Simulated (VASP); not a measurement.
Wanted: the native input for a VASP 6.6.1 run.

```
Task                   : single point
Functional             : LDA
Potentials or basis    : VASP PAW LDA potentials, release 64 (O, H, Ca_sv, Cl)
Cutoff                 : 520 eV
k mesh                 : 1 × 1 × 1
Occupations            : fermi-dirac, width 0.02 eV
Spin                   : no spin polarisation
Dipole correction      : no
Further INCAR settings : LREAL = Auto; ALGO = Normal; EDIFF = 1e-07; NBANDS = 52
```

The structure of CaH12Cl2O6 lies in POSCAR:

```
CaH12Cl2O6
1.0
    6.8384790000      0.0000000000      0.0000000000
    0.0000000000      6.8384790000      0.0000000000
    0.0000000000      0.0000000000      6.8384790000
O H Ca Cl
6 12 1 2
Direct
    0.0111282056      0.9234070910      0.6516215082
    0.4507288828      0.7421533356      0.8465478946
    0.1475474298      0.2898305310      1.0406992549
    0.6968947335      0.3740890335      0.9367872593
    0.4059235979      0.5028311120      0.3217089648
    0.9227636730      0.7828202733     -0.0141698176
    0.1370918884      0.9944462796      0.6299500225
    0.0146816273      0.8285321926      0.5450481021
    0.4703823760      0.8643588728      0.7657696982
    0.3670406826      0.6571929226      0.7661060303
    0.0709075805      0.1921626139      1.1090477868
    0.2145360101      0.2216574768      0.9403260579
    0.6109691936      0.3092646771      0.8403769318
    0.8286784240      0.3344018458      0.9221933708
    0.2894210833      0.4313970987      0.2726191014
    0.4675308647      0.4107346093      0.4316310688
    0.9659165437      0.8062611584     -0.1513640679
    1.0152550004      0.7190195364      0.0661989311
    0.6507294970      0.6468689894      0.1121740668
    0.9144869788      0.5737533156      0.3800406494
    0.4389718825      0.1540985941      0.6719184193
```

The cell was built by a generator and needn't be a form met in nature.

These files were run (other wordings do the same):

INCAR

```
SYSTEM = CaH12Cl2O6
PREC = Accurate
ENCUT = 520
EDIFF = 1E-7
ISMEAR = -1
SIGMA = 0.02
LREAL = Auto
LASPH = .True.
NELM = 100
ALGO = Normal
ISIF = 2
LWAVE = .False.
LCHARG = .False.
NBANDS = 52
```

KPOINTS

```
regular mesh
0
Gamma
  1 1 1
  0 0 0
```

Potentials or basis: VASP PAW LDA potentials, release 64 (O, H, Ca_sv, Cl).

Launch:

```console
$ cat potpaw_LDA.64/O/POTCAR potpaw_LDA.64/H/POTCAR potpaw_LDA.64/Ca_sv/POTCAR potpaw_LDA.64/Cl/POTCAR > POTCAR
$ mpirun -np 1 vasp_gam > vasp.out
```

Results of the run:

```
Pressure               : -0.8 GPa
Largest force          : 2.521 eV/Å
Band gap on the k mesh : 3.97 eV, direct
```

Run time: 29 s on 1 thread of Intel(R) Xeon(R) Platinum 8559C (Emerald Rapids), on a shared host, peak memory 0.29 GiB.
